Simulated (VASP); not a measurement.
Given:

```
CELL_PARAMETERS angstrom
      2.86375     0.00000     0.00000
      0.00000     2.86375     0.00000
      0.00000     0.00000     2.86375
ATOMIC_POSITIONS crystal
  Al 0.50000 0.50000 0.50000
  Ni 0.00000 0.00000 0.00000
```

Level of theory: LDA (Ceperley-Alder, Perdew-Zunger), VASP's LDA PAW potentials (set 64) (plane waves; VASP). Settings: 520 eV cut-off, 13×13×13 Γ-centred mesh, first-order Methfessel-Paxton smearing of 0.10 eV, potentials Al Ni.

Task: Estimate the energy per atom (σ→0), pressure, band gap (on the k-mesh) with the smallest direct gap where there is one.

Result: 
The band gap (on the k-mesh) is none (metal, semimetal or under 0.01 eV), the energy per atom (σ→0) comes out as -6.094 eV/atom and the pressure is -5.56 GPa.

Total energies compare only between runs with the same potentials, cut-off and functional.

The compound is NiAl in the CsCl type structure. This cell is one point of a volume scan, at 1.03 of the reference volume. The run is not spin-polarised, so no magnetic state was tried. The electron count is odd and the run is not spin-polarised, which forces a metal.
